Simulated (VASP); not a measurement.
Write the native input for VASP 6.6.1 that does the following.

```yaml
Task: density of states
Functional: PBE
Potentials_or_basis: VASP PAW PBE potentials, release 64 (Sb, Bi_d, S)
Cutoff: 520 eV
k_mesh: 10 × 10 × 4
Occupations: gaussian, width 0.1 eV
Spin: no spin polarisation
k_mesh_for_the_DOS: 15 × 15 × 6
Occupations_for_the_DOS: tetrahedron
Further_INCAR_settings: ALGO = Normal; EDIFF = 1e-06; NBANDS = 31
```

The system is BiSbS4.

```
CELL_PARAMETERS angstrom
3.81227 0.00000 0.00000
-1.90613 3.30152 0.00000
0.00000 0.00000 13.04012
ATOMIC_POSITIONS crystal
Sb 0.00000 0.00000 0.50000
Bi 0.00000 0.00000 0.00000
S 0.66667 0.33333 0.61599
S 0.66667 0.33333 0.12608
S 0.33333 0.66667 0.87392
S 0.33333 0.66667 0.38401
```

The cell was built by a generator and needn't be a form met in nature.

The input as run:

POSCAR

```
BiSbS4                                  
1.0
    3.8122657629      0.0000000002     -0.0000000000
   -1.9061328862      3.3015189944      0.0000000000
   -0.0000000000      0.0000000000     13.0401203065
  Sb              Bi              S             
     1     1     4
Direct
     0.0000000000000000    0.0000000000000000    0.5000000000000000
     0.0000000000000000    0.0000000000000000    0.0000000000000000
     0.6666666699999979    0.3333333300000021    0.6159937174275302
     0.6666666699999979    0.3333333300000021    0.1260817295235227
     0.3333333300000021    0.6666666699999979    0.8739182704764772
     0.3333333300000021    0.6666666699999979    0.3840062825724698
```

INCAR.step1

```
SYSTEM = BiSbS4
  PREC = Accurate
  ENCUT = 520
  EDIFF = 1E-6
  ISMEAR = 0
  SIGMA = 0.1
  LREAL = .FALSE.
  LASPH = .TRUE.
  NELM = 100
  ALGO = Normal
  ISIF = 2
  LWAVE = .FALSE.
  LCHARG = .TRUE.
  GGA = PE
  NBANDS = 31
  KPAR = 4
```

KPOINTS.step1

```
Automatic mesh
0
G
  10 10 4
  0 0 0
```

INCAR.step2

```
SYSTEM = BiSbS4
  PREC = Accurate
  ENCUT = 520
  EDIFF = 1E-6
  ISMEAR = -5
  SIGMA = 0.1
  LREAL = .FALSE.
  LASPH = .TRUE.
  NELM = 100
  ALGO = Normal
  ISIF = 2
  LWAVE = .FALSE.
  LCHARG = .FALSE.
  GGA = PE
  LORBIT = 11
  NBANDS = 31
  KPAR = 4
  NEDOS = 1001
  ICHARG = 11
```

KPOINTS.step2

```
Automatic mesh
0
G
  15 15 6
  0 0 0
```

Potentials or basis: VASP PAW PBE potentials, release 64 (Sb, Bi_d, S).

Run with:

```bash
$ cat potpaw_PBE.64/Sb/POTCAR potpaw_PBE.64/Bi_d/POTCAR potpaw_PBE.64/S/POTCAR > POTCAR
$ cp INCAR.step1 INCAR
$ cp KPOINTS.step1 KPOINTS
$ mpirun -np 4 vasp_std > vasp.out
$ cp INCAR.step2 INCAR
$ cp KPOINTS.step2 KPOINTS
$ mpirun -np 4 vasp_std > vasp.out
```

It gave:

| Property | Result |
| --- | --- |
| Valence electrons inside the program's atomic spheres | Sb 2.24; Bi 12.65; S 3.64, 3.65 |

Caveat: spin-orbit coupling is left out, which moves the levels of the heavy elements.

It took 110 s on 4 MPI ranks on Intel(R) Xeon(R) 6975P-C (Granite Rapids), with other jobs on the host, peak memory 0.74 GiB a rank.
